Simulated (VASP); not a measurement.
A VASP calculation is set up with these files.

**INCAR**
```
# general
SYSTEM  = LaSi3Os
PREC    = Accurate
ENCUT   = 300
LREAL   = .FALSE.   # projection in real space or not
LASPH   = .TRUE.

# electronic loop
EDIFF   = 1E-6
NELM    = 100   # most electronic steps
ALGO    = Normal
LMAXMIX = 6   # l cut-off of mixed one-centre charges

# smearing
ISMEAR  = 0   # Gaussian
SIGMA   = 0.1

# ions
IBRION  = 2   # conjugate gradients
NSW     = 50
ISIF    = 3   # ions, shape and volume
EDIFFG  = -0.01

# output
LWAVE   = .FALSE.
LCHARG  = .FALSE.
```

**POSCAR**
```
LaSi3Os
1
   -2.1429350000     2.1429350000     4.9899450000
    2.1429350000    -2.1429350000     4.9899450000
    2.1429350000     2.1429350000    -4.9899450000
La Si Os
1 3 1
Direct
  0.9985600000   0.9985600000   0.0000000000
  0.4192500000   0.4192500000   0.0000000000
  0.2604200000   0.7604200000   0.5000000000
  0.7604200000   0.2604200000   0.5000000000
  0.6553500000   0.6553500000   0.0000000000
```

KPOINTS:
```
kpoints
0
Gamma
  8 8 8
```

POTCAR, in this order: La Si Os (LDA.64 set). Program: vasp_std.

**Question.** Write an equivalent input for Ansatz.

**Answer.** One equivalent input (not run):
Ansatz 0.2 input:
```yaml
crystal:
  lattice:
    - [-2.1429350, 2.1429350, 4.9899450]
    - [2.1429350, -2.1429350, 4.9899450]
    - [2.1429350, 2.1429350, -4.9899450]
  atoms:
    - { symbol: La, position: [0.9985600, 0.9985600, 0.0000000] }
    - { symbol: Si, position: [0.4192500, 0.4192500, 0.0000000] }
    - { symbol: Si, position: [0.2604200, 0.7604200, 0.5000000] }
    - { symbol: Si, position: [0.7604200, 0.2604200, 0.5000000] }
    - { symbol: Os, position: [0.6553500, 0.6553500, 0.0000000] }
kpoints:
  mp_grid: { grid: [8, 8, 8] }
hamiltonian:
  xc: lda
  pseudopotentials: { kind: paw }
scf:
  occupations: { method: gaussian, width: 0.1 }
  max_iter: 100
relax:
  max_steps: 50
  f_tol: 0.01
  cell: {}
output: { forces: true, stress: true, eigenvalues: true }
```
What does not carry over: each code has its own PAW files, so the cut-off isn't converted (ENCUT is set for VASP's; basis.ecutwfc is left out, and Ansatz then takes the one that its files recommend); Ansatz stops its SCF on the density residual and VASP on the energy change (EDIFF); Ansatz's lda is the Perdew-Wang form, while the LDA potentials of VASP carry Perdew-Zunger's.

The structure comes from a computed database's LaSi3Os entry; how it stands against other phases isn't given here. This run relaxes it. Symmetry was kept, so distortions that lower it aren't found. The run is one of a series of settings (EDIFFG = -0.01, IBRION = 2, ISIF = 3, NSW = 50 against the base run), some of them coarse on purpose.
